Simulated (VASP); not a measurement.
Crystal: HPbNO4.

```
CELL_PARAMETERS angstrom
4.20407 0.00000 0.00000
2.02172 3.83952 0.00000
2.04686 1.27900 6.28132
ATOMIC_POSITIONS crystal
H 0.89145 0.68202 0.62796
Pb 0.14426 0.92872 0.88352
N 0.25670 0.28861 0.30171
O 0.83108 0.65056 0.78405
O 0.38694 0.22380 0.11295
O 0.31104 0.03576 0.45856
O 0.07726 0.60633 0.32275
```

The cell was built by a generator and needn't be a form met in nature.

| Property | Result |
| --- | --- |
| Program | VASP 6.6.1 |
| Task | relaxation of cell and atoms |
| Functional | PBE |
| Dispersion | D4 |
| Potentials or basis | VASP PAW PBE potentials, release 64 (H, Pb_d, N, O) |
| Cutoff | 600 eV |
| k mesh | 7 × 7 × 5 |
| Occupations | fermi-dirac, width 0.05 eV |
| Spin | no spin polarisation |

At the start: pressure -0.8 GPa; volume 14.48 Å³/atom.

Problem. Where does the relaxation end?

Solution. Over 34 steps the energy falls by 3.9 meV/atom and the volume is 13.90 Å³/atom (-4.0 %); space group P1 (No. 1, to 0.05 Å).

Step by step:
```csv
step,energy change (eV),largest force (eV/Å),pressure (GPa),volume (Å³)
1,0.0000,0.4199,-0.81,101.39
2,0.0005,0.8051,-2.45,100.32
3,-0.0073,0.2041,-1.64,100.87
4,-0.0174,0.1259,-0.77,99.33
5,-0.0193,0.1841,-0.11,98.37
6,-0.0200,0.2032,0.22,98.06
7,-0.0203,0.1214,0.12,98.16
8,-0.0213,0.1079,0.09,98.13
9,-0.0226,0.2856,-0.01,98.02
10,-0.0230,0.2530,-0.04,98.01
11,-0.0239,0.1560,-0.09,97.98
12,-0.0247,0.0855,-0.18,97.90
13,-0.0248,0.1129,-0.19,97.89
14,-0.0250,0.0899,-0.17,97.85
15,-0.0254,0.0529,-0.08,97.74
16,-0.0252,0.1342,0.11,97.51
17,-0.0254,0.0686,0.00,97.66
18,-0.0256,0.0499,-0.06,97.62
19,-0.0257,0.0591,-0.12,97.57
20,-0.0259,0.0527,-0.09,97.50
21,-0.0263,0.0380,0.02,97.30
22,-0.0263,0.0556,0.26,96.89
23,-0.0264,0.0414,0.16,97.07
24,-0.0266,0.0249,0.14,97.11
25,-0.0268,0.0815,0.10,97.19
26,-0.0269,0.0593,0.06,97.22
27,-0.0270,0.0358,-0.03,97.31
28,-0.0270,0.0357,-0.01,97.31
29,-0.0270,0.0361,-0.05,97.32
30,-0.0270,0.0359,-0.05,97.32
31,-0.0270,0.0291,-0.04,97.32
32,-0.0270,0.0207,-0.03,97.32
33,-0.0270,0.0260,-0.02,97.32
34,-0.0271,0.0197,-0.02,97.32
```

Final structure:
```yaml
crystal:
  lattice:
    - [4.13724, -0.00053, 0.00375]
    - [1.98912, 3.76331, -0.02363]
    - [2.01983, 1.21199, 6.24373]
  atoms:
    - { symbol: H, position: [0.89613, 0.67930, 0.62105] }
    - { symbol: Pb, position: [0.13717, 0.94180, 0.88371] }
    - { symbol: N, position: [0.25670, 0.28608, 0.30476] }
    - { symbol: O, position: [0.83328, 0.65103, 0.77851] }
    - { symbol: O, position: [0.39042, 0.21737, 0.11392] }
    - { symbol: O, position: [0.31251, 0.02923, 0.46180] }
    - { symbol: O, position: [0.07252, 0.61099, 0.32776] }
```

Caveat: the standard files for N, O and F lose accuracy on very short bonds.
